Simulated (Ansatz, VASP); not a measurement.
This is a calculation of Na2Sb for VASP 6.6.1.

The input INCAR:

```
SYSTEM = Na2Sb
PREC = Accurate ; ENCUT = 520
EDIFF = 1E-6 ; ISMEAR = -1
SIGMA = 0.05 ; LREAL = .False.
LASPH = .True. ; NELM = 80
ALGO = Fast ; ISIF = 2
LWAVE = .False. ; LCHARG = .False.
GGA = PE ; NBANDS = 16
```

KPOINTS

```
Automatic mesh
0
Gamma
  8 8 6
  0 0 0
```

Contents of POSCAR:

```
Na2Sb
1.0
    3.2864363100      0.0000000000      0.0000000000
    0.0000000000      3.2864363100      0.0000000000
    0.0000000000      0.0000000000      4.6420225200
Na Sb
2 1
Direct
    0.5058520000     -0.0041150000      0.5019310000
   -0.0003640000      0.5120510000      0.5031720000
   -0.0003760000      0.0118510000     -0.0036800000
```

Potentials or basis: VASP PAW PBE potentials, release 64 (Na_pv, Sb).

The run is started by

```console
$ cat potpaw_PBE.64/Na_pv/POTCAR potpaw_PBE.64/Sb/POTCAR > POTCAR
$ mpirun -np 1 vasp_std > vasp.out
```

**Question.** Set up the same calculation for Ansatz 0.2.0. Potentials there: all-electron LAPW, scalar-relativistic.

**Answer.** As run (the cutoff follows the program's own potentials):

The input input.yaml:

```yaml
crystal:
  lattice:
    - [3.28643631, 0.0, 0.0]
    - [0.0, 3.28643631, 0.0]
    - [0.0, 0.0, 4.64202252]
  atoms:
    - { symbol: Na, position: [0.505852, -0.004115, 0.501931] }
    - { symbol: Na, position: [-0.000364, 0.512051, 0.503172] }
    - { symbol: Sb, position: [-0.000376, 0.011851, -0.00368] }
kpoints:
  mp_grid: { grid: [8, 8, 6] }
scf:
  occupations: { method: fermi_dirac, width: 0.05 }
hamiltonian:
  xc: pbe
  pseudopotentials: { kind: all_electron, lapw: { basis_error: 0.001 } }
output:
  forces: true
  stress: true
  eigenvalues: true
  populations: true
```

Potentials or basis: all-electron LAPW, scalar-relativistic.

Run with:

```bash
$ ansatz run input.yaml --threads 2 --pin off --max-ram 6144MiB --backend cpu --events-out ev --progress --plain --runs-dir out
```

Both were run:

|  | VASP | Ansatz | Ansatz less VASP |
| --- | --- | --- | --- |
| gap on the k mesh at the Fermi level (eV) | none | none | - |
| rms of the force components (eV/Å) | 0.214 | 0.211 | -0.0027 |

Atom by atom the forces differ by 0.003 eV/Å (rms over components). A gap of «none» marks a metal or a gap that the smearing closes. Ansatz ran all-electron here, so the differences hold the error of VASP's frozen core and of both bases.

 Spin-orbit coupling is left out, which matters for the levels of Sb.
